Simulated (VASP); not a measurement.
Crystal: TiSnS4.

```
Ti Sn S
1.0
     5.88000    0.00000    0.00000
     0.00000    3.58000    0.00000
     0.00000    0.00000    6.20000
Ti Sn S
1 1 4
Cartesian
  0.0000 0.0000 0.0000
  0.0000 1.7900 3.1000
  4.4394 0.0000 4.1335
  1.4406 0.0000 2.0665
  1.4406 1.7900 5.1665
  4.4394 1.7900 1.0335
```

The cell was built by a generator and needn't be a form met in nature.

```yaml
Program: VASP 6.6.1
Task: relaxation of cell and atoms
Functional: PBE
Potentials_or_basis: VASP PAW PBE potentials, release 64 (Ti_sv, Sn_d, S)
Cutoff: 520 eV
k_mesh: 3 × 4 × 3
Occupations: gaussian, width 0.15 eV
Spin: no spin polarisation
```

At the start: pressure 1.1 GPa; volume 21.75 Å³/atom.

Problem. Where does the relaxation end?

Solution. Over 12 steps the energy falls by 35.2 meV/atom and the volume is 22.42 Å³/atom (+3.1 %); space group P2/m (No. 10, to 0.05 Å).

The path:
| step | energy change (eV) | largest force (eV/Å) | pressure (GPa) | volume (Å³) |
| --- | --- | --- | --- | --- |
| 1 | 0.0000 | 1.0692 | 1.15 | 130.51 |
| 2 | -0.1452 | 0.6225 | -0.69 | 133.47 |
| 3 | -0.1727 | 0.4348 | -1.67 | 135.41 |
| 4 | -0.1885 | 0.2881 | 1.70 | 131.50 |
| 5 | -0.2022 | 0.1574 | 0.50 | 133.05 |
| 6 | -0.2022 | 0.1881 | 0.68 | 133.16 |
| 7 | -0.2002 | 0.2253 | -0.17 | 133.65 |
| 8 | -0.2020 | 0.1648 | 0.11 | 133.23 |
| 9 | -0.2063 | 0.1240 | 0.15 | 133.58 |
| 10 | -0.2072 | 0.0847 | 0.12 | 134.11 |
| 11 | -0.2078 | 0.0819 | 0.07 | 133.97 |
| 12 | -0.2111 | 0.0640 | 0.19 | 134.52 |

Final structure:
```yaml
crystal:
  lattice:
    - [5.94745, 0.00000, 0.03249]
    - [0.00000, 3.58190, 0.00000]
    - [0.03408, 0.00000, 6.31469]
  atoms:
    - { symbol: Ti, position: [0.00000, 0.00000, 0.00000] }
    - { symbol: Sn, position: [0.00000, 0.50000, 0.50000] }
    - { symbol: S, position: [0.75753, 0.00000, 0.68135] }
    - { symbol: S, position: [0.24247, 0.00000, 0.31865] }
    - { symbol: S, position: [0.23518, 0.50000, 0.84850] }
    - { symbol: S, position: [0.76482, 0.50000, 0.15150] }
```

Caveat: the k mesh is coarse (spacing up to 0.44 Å⁻¹), so the values aren't converged; this functional lacks dispersion, which binds the layers, so the pressure and a relaxed spacing across them are unreliable.
